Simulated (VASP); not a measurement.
All values below come from PBE GGA, VASP's PBE PAW potentials (set 64) (plane waves; VASP).

VASP ran on this input.

**KPOINTS**
```
Automatic mesh
0
Gamma
6 6 6
0 0 0
```

File POSCAR:
```
Fe3N
4.1672150
  0.0000000000   0.7071067847   0.7071067847
  0.7071067847   0.0000000000   0.7071067847
  0.7071067847   0.7071067847   0.0000000000
N Fe
1 3
Cartesian
  0.0000000000   0.0000000000   0.0000000000
  0.7071067847   0.7071067847   0.7071067847
  0.3535533924   0.3535533924   0.3535533924
  1.0606601771   1.0606601771   1.0606601771
```

### INCAR
```
SYSTEM=Fe3N
PREC=Accurate; ENCUT=520; LREAL=F
LASPH=T
EDIFF=1E-6; NELM=100; ALGO=Conjugate
LMAXMIX=4
ISMEAR=0; SIGMA=0.05
GGA=PE
MAGMOM=0.0 3*4.0
ISPIN=2
ISIF=2
LWAVE=F; LCHARG=F; LORBIT=10
```

POTCAR, in this order: N Fe (PBE.64 set). Program: vasp_std.

Output of the run:

OSZICAR:
```
       N       E                     dE             d eps       ncg     rms           ort
DAV:   1     0.191034043386E+03    0.19103E+03   -0.14720E+04   384   0.163E+03
DAV:   2    -0.144474755926E+02   -0.20548E+03   -0.19379E+03   384   0.298E+02
DAV:   3    -0.321292328242E+02   -0.17682E+02   -0.15769E+02   384   0.951E+01
DAV:   4    -0.327919478988E+02   -0.66272E+00   -0.65787E+00   384   0.195E+01
DAV:   5    -0.328012287222E+02   -0.92808E-02   -0.92790E-02   384   0.210E+00
SDA:   6     0.641876288101E+00    0.33443E+02   -0.92790E-02   384   0.268E+03   0.000E+00
CGA:   7    -0.242595941832E+02   -0.24901E+02   -0.19787E+02   384   0.240E+02   0.545E+02
CGA:   8    -0.269636225111E+02   -0.27040E+01   -0.23955E+01   384   0.441E+01   0.444E+01
CGA:   9    -0.277552318881E+02   -0.79161E+00   -0.79157E+00   384   0.293E+01   0.166E+00
CGA:  10    -0.281663965673E+02   -0.41116E+00   -0.40721E+00   384   0.156E+01  -0.126E-01
CGA:  11    -0.283201855730E+02   -0.15379E+00   -0.15260E+00   384   0.867E+00  -0.721E-02
CGA:  12    -0.284200669565E+02   -0.99881E-01   -0.10036E+00   384   0.453E+00   0.187E-02
CGA:  13    -0.284658123117E+02   -0.45745E-01   -0.43857E-01   384   0.214E+00   0.215E-02
CGA:  14    -0.284913374362E+02   -0.25525E-01   -0.25597E-01   384   0.197E+00   0.120E-03
CGA:  15    -0.285173164908E+02   -0.25979E-01   -0.25980E-01   384   0.104E+00  -0.369E-03
CGA:  16    -0.285249951702E+02   -0.76787E-02   -0.77169E-02   384   0.358E-01  -0.329E-03
CGA:  17    -0.285311175960E+02   -0.61224E-02   -0.61112E-02   384   0.459E-01   0.299E-03
CGA:  18    -0.285363448346E+02   -0.52272E-02   -0.52313E-02   384   0.173E-01   0.757E-04
CGA:  19    -0.285377974273E+02   -0.14526E-02   -0.14544E-02   384   0.604E-02  -0.135E-04
CGA:  20    -0.285390510883E+02   -0.12537E-02   -0.12552E-02   384   0.110E-01  -0.255E-04
CGA:  21    -0.285403417820E+02   -0.12907E-02   -0.12896E-02   384   0.347E-02  -0.406E-04
CGA:  22    -0.285406756044E+02   -0.33382E-03   -0.33503E-03   384   0.172E-02  -0.667E-05
CGA:  23    -0.285410071564E+02   -0.33155E-03   -0.33158E-03   384   0.266E-02  -0.112E-05
CGA:  24    -0.285413478575E+02   -0.34070E-03   -0.34057E-03   384   0.733E-03  -0.943E-05
CGA:  25    -0.285414271557E+02   -0.79298E-04   -0.79235E-04   384   0.579E-03  -0.228E-05
CGA:  26    -0.285415485836E+02   -0.12143E-03   -0.12162E-03   384   0.690E-03  -0.262E-05
CGA:  27    -0.285416273564E+02   -0.78773E-04   -0.78930E-04   384   0.196E-03   0.193E-05
CGA:  28    -0.285416452768E+02   -0.17920E-04   -0.18039E-04   384   0.912E-04   0.697E-06
CGA:  29    -0.285416611985E+02   -0.15922E-04   -0.15854E-04   384   0.552E-04   0.182E-05
CGA:  30    -0.285416674051E+02   -0.62066E-05   -0.62251E-05   384   0.284E-04   0.642E-06
CGA:  31    -0.285416715489E+02   -0.41438E-05   -0.41437E-05   384   0.193E-04   0.147E-07
CGA:  32    -0.285416740483E+02   -0.24993E-05   -0.24990E-05   384   0.607E-05  -0.380E-08
CGA:  33    -0.285416747324E+02   -0.68410E-06   -0.68693E-06   384   0.461E-05   0.106E-06
   1 F= -.28541675E+02 E0= -.28538535E+02  d E =-.627939E-02  mag=     9.4275
```

File OUTCAR:
```
------------------------ aborting loop because EDIFF is reached ----------------------------------------
  FORCE on cell =-STRESS in cart. coord.  units (eV):
  Direction    XX          YY          ZZ          XY          YZ          ZX
  --------------------------------------------------------------------------------------
  Total       -5.6275077     -5.6275077     -5.6275077     -0.0000000      0.0000000      0.0000000
  in kB     -176.1992078   -176.1992078   -176.1992078     -0.0000000      0.0000000      0.0000000
  external PRESSURE =    -176.1992078 kB  Pullay stress =       0.0000000 kB
  volume of cell :       51.17
      direct lattice vectors                 reciprocal lattice vectors
     0.000000000  2.946666000  2.946666000    -0.169683296  0.169683296  0.169683296
     2.946666000  0.000000000  2.946666000     0.169683296 -0.169683296  0.169683296
     2.946666000  2.946666000  0.000000000     0.169683296  0.169683296 -0.169683296
 POSITION                                       TOTAL-FORCE (eV/Angst)
 -----------------------------------------------------------------------------------
      0.00000      0.00000      0.00000        -0.000000      0.000000     -0.000000
      2.94667      2.94667      2.94667        -0.000000      0.000000     -0.000000
      1.47333      1.47333      1.47333         0.000000      0.000000     -0.000000
      4.42000      4.42000      4.42000         0.000000     -0.000000      0.000000
 -----------------------------------------------------------------------------------
    total drift:                               -0.000000     -0.000000      0.000000
  FREE ENERGIE OF THE ION-ELECTRON SYSTEM (eV)
  ---------------------------------------------------
  free  energy   TOTEN  =       -28.5416747324 eV

  energy  without entropy=      -28.5353953451  energy(sigma->0) =      -28.53853504

 total charge

# of ion       s       p       d       tot
------------------------------------------
    1        1.328   2.053   0.000   3.381
    2        0.441   0.324   6.268   7.033
    3        0.366   0.319   6.121   6.805
    4        0.366   0.319   6.121   6.805
--------------------------------------------------
tot          2.500   3.014  18.510  24.024

 magnetization (x)

# of ion       s       p       d       tot
------------------------------------------
    1        0.026   0.353   0.000   0.379
    2       -0.036   0.004   2.791   2.759
    3        0.002  -0.008   3.053   3.047
    4        0.002  -0.008   3.053   3.047
--------------------------------------------------
tot         -0.005   0.340   8.898   9.233
```
(Selected blocks of OUTCAR.)

The moments were started parallel, and other spin orders were not tried in this run.

The structure was generated: Fe3N was put into the D03 type (Fm-3m), which need not be its known phase. The cell was not relaxed at this level. The run is one of a series of settings (ALGO = Conjugate against the base run), some of them coarse on purpose.
